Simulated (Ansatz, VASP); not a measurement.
# Two plane-wave programs on Rb3ClO

```
Rb Cl O
1.0
     4.86611    0.00000    0.00000
     0.00000    4.86611    0.00000
     0.00000    0.00000    4.86611
Rb Cl O
3 1 1
Direct
  0.00000 0.00000 0.50000
  0.00000 0.50000 0.00000
  0.50000 0.00000 0.00000
  0.50000 0.50000 0.50000
  0.00000 0.00000 0.00000
```

Alike in both runs: functional LDA; k mesh 4 × 4 × 4; no spin polarisation.

Ansatz relaxed the structure, and its values are those at the end. VASP's run is a single point on that final structure, the one shown.

|  | VASP | Ansatz |
| --- | --- | --- |
| version | VASP 6.6.1 | Ansatz 0.2.0 |
| potentials or method | VASP PAW LDA potentials, release 64 (Rb_sv, Cl, O) | plane waves, PAW |
| plane-wave cutoff (eV) | 520 | 450 |
| occupations | gaussian, width 0.01 eV | fixed |
| valence electrons in the cell | 40 | 40 |

Ansatz gave:

```
pressure (GPa) : 10.0
```

What did VASP give for the same quantities?

Pressure (GPa): 10.4.
